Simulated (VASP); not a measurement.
A convergence study with VASP on Li$_{2}$O (antifluorite): one setting is varied, all else stays as given below, so the limit is that of these other settings. Each run relaxes cell and ions from the cell shown. The basis is that of the starting cell, so low cut-offs carry a Pulay error.

```xyz
3
Lattice="0.0000 2.3100 2.3100 2.3100 0.0000 2.3100 2.3100 2.3100 0.0000" Properties=species:S:1:pos:R:3 pbc="T T T"
Li     1.1550     1.1550     1.1550
Li     3.4650     3.4650     3.4650
O      0.0000     0.0000     0.0000
```

All values below come from PBE GGA, VASP's PBE PAW potentials (set 64) (plane waves; VASP). The tightest run used: 800 eV cut-off, 7×7×7 Γ-centred mesh, Gaussian smearing of 0.050 eV, potentials Li_sv O.

Gaps are read on the run's mesh, which can miss a band edge.

Problem. The settings run are ENCUT = 250; ENCUT = 300; ENCUT = 350; ENCUT = 400; ENCUT = 450; ENCUT = 550; ENCUT = 650; ENCUT = 800. From which on does the relaxed volume stay within 0.1 Å³/atom of the tightest run?

Solution. From ENCUT = 550 on: it is off by 0.020 there and by no more than 0.1 in any finer run, while ENCUT = 450 is off by 0.162.
```
setting      relaxed volume (Å³/atom)  E (eV/atom)  gap on the mesh (eV)  plane waves  difference judged (Å³/atom)
-----------  ------------------------  -----------  --------------------  -----------  ---------------------------
ENCUT = 250                     5.838      -6.4309                 5.630          229                        2.388
ENCUT = 300                     6.453      -5.3148                 5.540          301                        1.773
ENCUT = 350                     7.129      -4.9218                 5.397          378                        1.098
ENCUT = 400                     7.717      -4.8160                 5.256          459                        0.510
ENCUT = 450                     8.065      -4.7867                 5.173          547                        0.162
ENCUT = 550                     8.246      -4.7824                 5.128          728                        0.020
ENCUT = 650                     8.206      -4.7842                 5.143          941                        0.021
ENCUT = 800                     8.227      -4.7856                 5.140         1283                        0.000
```

Left out are rungs that failed or repeat a setting and relaxations that didn't move; long series are thinned to 24 rows.

The compound is Li2O in the antifluorite structure.
